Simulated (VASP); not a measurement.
Here is a VASP 6.6.1 calculation.

File POSCAR:

```
SnSe                                    
1.0
   11.7897908053      0.0000000000      0.0000000000
    0.0000000000      4.2057650536      0.0000000000
    0.0000000000      0.0000000000      4.5696738865
  Sn              Se            
     4     4
Direct
     0.6209047467120319    0.7500000000000000    0.3837193767314533
     0.8790952532879681    0.2500000000000000    0.8837193767314533
     0.3790952532879681    0.2500000000000000    0.6162806232685467
     0.1209047467120319    0.7500000000000000    0.1162806232685467
     0.1453676270263844    0.2500000000000000    0.5236582217708790
     0.6453676270263844    0.2500000000000000    0.9763417782291210
     0.3546323729736157    0.7500000000000000    0.0236582217708790
     0.8546323729736156    0.7500000000000000    0.4763417782291210
```

Contents of INCAR.step1:

```
SYSTEM = SnSe
PREC     = Accurate       ! precision mode
ENCUT    = 450            ! plane-wave cutoff, eV
EDIFF    = 1E-6           ! SCF threshold, eV
ISMEAR   = 0              ! smearing method
SIGMA    = 0.02           ! smearing width, eV
LREAL    = .FALSE.        ! projectors in reciprocal space
LASPH    = .TRUE.         ! aspherical terms in the spheres
NELM     = 120            ! most SCF steps
ALGO     = Fast           ! electronic algorithm
ISIF     = 2              ! what is computed and relaxed
LWAVE    = .FALSE.        ! write WAVECAR
LCHARG   = .TRUE.         ! write CHGCAR
GGA      = PE             ! functional
NBANDS   = 50             ! bands
KPAR     = 4
```

Contents of KPOINTS.step1:

```
regular mesh
0
G
  4 8 8
  0 0 0
```

INCAR.step2

```
SYSTEM = SnSe
PREC     = Accurate       ! precision mode
ENCUT    = 450            ! plane-wave cutoff, eV
EDIFF    = 1E-6           ! SCF threshold, eV
ISMEAR   = 0              ! smearing method
SIGMA    = 0.05           ! smearing width, eV
LREAL    = .FALSE.        ! projectors in reciprocal space
LASPH    = .TRUE.         ! aspherical terms in the spheres
NELM     = 120            ! most SCF steps
ALGO     = Fast           ! electronic algorithm
ISIF     = 2              ! what is computed and relaxed
LWAVE    = .FALSE.        ! write WAVECAR
LCHARG   = .FALSE.        ! write CHGCAR
GGA      = PE             ! functional
NBANDS   = 50             ! bands
KPAR     = 4            
ICHARG   = 11             ! starting density
```

File KPOINTS.step2:

```
path GXSYGZURTZ,YT,UX,SR
15
line-mode
reciprocal
 0.0000000000  0.0000000000  0.0000000000  G
 0.0000000000  0.5000000000  0.0000000000  X

 0.0000000000  0.5000000000  0.0000000000  X
 0.0000000000  0.5000000000  0.5000000000  S

 0.0000000000  0.5000000000  0.5000000000  S
 0.0000000000  0.0000000000  0.5000000000  Y

 0.0000000000  0.0000000000  0.5000000000  Y
 0.0000000000  0.0000000000  0.0000000000  G

 0.0000000000  0.0000000000  0.0000000000  G
 0.5000000000  0.0000000000  0.0000000000  Z

 0.5000000000  0.0000000000  0.0000000000  Z
 0.5000000000  0.5000000000  0.0000000000  U

 0.5000000000  0.5000000000  0.0000000000  U
 0.5000000000  0.5000000000  0.5000000000  R

 0.5000000000  0.5000000000  0.5000000000  R
 0.5000000000  0.0000000000  0.5000000000  T

 0.5000000000  0.0000000000  0.5000000000  T
 0.5000000000  0.0000000000  0.0000000000  Z

 0.0000000000  0.0000000000  0.5000000000  Y
 0.5000000000  0.0000000000  0.5000000000  T

 0.5000000000  0.5000000000  0.0000000000  U
 0.0000000000  0.5000000000  0.0000000000  X

 0.0000000000  0.5000000000  0.5000000000  S
 0.5000000000  0.5000000000  0.5000000000  R
```

Potentials or basis: VASP PAW PBE potentials, release 64 (Sn_d, Se).

Launch:

```console
$ cat potpaw_PBE.64/Sn_d/POTCAR potpaw_PBE.64/Se/POTCAR > POTCAR
$ cp INCAR.step1 INCAR
$ cp KPOINTS.step1 KPOINTS
$ mpirun -np 4 vasp_std > vasp.out
$ cp INCAR.step2 INCAR
$ cp KPOINTS.step2 KPOINTS
$ mpirun -np 4 vasp_std > vasp.out
```

Question: Predict the band gap on the k mesh.

Answer: 0.70 eV, indirect (least direct gap 0.95 eV).

Question: What does it give for the band gap along the path?

Answer: 0.63 eV, indirect (least direct gap 0.88 eV).

Levels at the corners of the path, in eV from the valence-band top:
```
point  band 38  band 39  band 40  band 41  band 42  band 43
    Γ    -1.11    -0.63    -0.44     0.81     2.76     2.96
    X    -0.90    -0.83    -0.83     1.13     1.13     1.22
    X    -0.90    -0.83    -0.83     1.13     1.13     1.22
    S    -2.12    -1.27    -1.27     2.61     2.61     3.02
    S    -2.12    -1.27    -1.27     2.61     2.61     3.02
    Y    -0.75    -0.23    -0.23     1.26     1.26     1.64
    Y    -0.75    -0.23    -0.23     1.26     1.26     1.64
    Γ    -1.11    -0.63    -0.44     0.81     2.76     2.96
    Γ    -1.11    -0.63    -0.44     0.81     2.76     2.96
    Z    -1.70    -0.49    -0.49     2.49     2.49     2.67
    Z    -1.70    -0.49    -0.49     2.49     2.49     2.67
    U    -0.98    -0.98    -0.98     1.41     1.41     1.41
    U    -0.98    -0.98    -0.98     1.41     1.41     1.41
    R    -1.44    -1.44    -1.44     2.54     2.54     2.54
    R    -1.44    -1.44    -1.44     2.54     2.54     2.54
    T    -0.45    -0.26    -0.26     1.26     1.26     1.69
    T    -0.45    -0.26    -0.26     1.26     1.26     1.69
    Z    -1.70    -0.49    -0.49     2.49     2.49     2.67
    Y    -0.75    -0.23    -0.23     1.26     1.26     1.64
    T    -0.45    -0.26    -0.26     1.26     1.26     1.69
    U    -0.98    -0.98    -0.98     1.41     1.41     1.41
    X    -0.90    -0.83    -0.83     1.13     1.13     1.22
    S    -2.12    -1.27    -1.27     2.61     2.61     3.02
    R    -1.44    -1.44    -1.44     2.54     2.54     2.54
```

Caveat: the log is that of the step along the path at fixed density, whose energy, stress, charges and moments have no meaning; spin-orbit coupling is left out, which moves the levels of the heavy elements.

**Measured values to compare with.**

From “Linear dichroism of the optical properties of SnS and SnSe van der Waals crystals”, 2024, arxiv:2409.17412, for a bulk crystal of SnSe at 20 K: band gap 0.99 eV (indirect).

Against the measured gap of SnSe, 0.99 eV (indirect; 20 K; “Linear dichroism of the optical properties of SnS and SnSe van der Waals crystals”, 2024, arxiv:2409.17412), the calculated 0.63 eV is off by -0.36 eV. 2 values of this kind are on record (0.89 to 0.99 eV); this one was drawn at random. Spin-orbit coupling on Se, Sn is left out. The value is that of PBE, without temperature or zero-point motion. Semilocal functionals fall short of measured gaps as a rule. The cell is a database's relaxed one, not the measured one, which moves gaps too.
